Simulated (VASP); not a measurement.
Data:

```
CELL_PARAMETERS angstrom
      0.00000     2.17794     2.17794
      2.17794     0.00000     2.17794
      2.17794     2.17794     0.00000
ATOMIC_POSITIONS crystal
  Si 0.00000 0.00000 0.00000
  C  0.25000 0.25000 0.25000
```

Method: AM05 GGA, VASP's PBE PAW potentials (set 64) (plane waves; VASP). Numerical set-up: 520 eV cut-off, Gaussian smearing of 0.050 eV, potentials Si C.

**Question.** Give the energies of bands 2 to 6 at the high-symmetry points, in eV from the valence-band maximum.

**Answer.** 
```json
[
 {"band": "2", "Γ": "0.00", "X": "-7.83", "U": "-7.29", "L": "-8.60", "W": "-7.03"},
 {"band": "3", "Γ": "0.00", "X": "-3.21", "U": "-5.62", "L": "-1.06", "W": "-5.06"},
 {"band": "4", "Γ": "0.00", "X": "-3.21", "U": "-2.62", "L": "-1.06", "W": "-4.76"},
 {"band": "5", "Γ": "6.26", "X": "1.23", "U": "3.00", "L": "5.43", "W": "5.12"},
 {"band": "6", "Γ": "7.25", "X": "4.23", "U": "7.70", "L": "7.14", "W": "9.39"}
]
```

The gap is indirect, 1.23 eV, from the valence maximum at Γ to the conduction minimum at X.

Measured: gap 2.53 eV (computed value off by -1.30 eV), as given by Wei Chen et al., Physical Review Materials (2018), doi:10.1103/physrevmaterials.2.073803 [zero-point renormalisation of 0.11 eV added back (the table's ZPR column)].

The compound is SiC in the zinc blende structure. It was relaxed first.
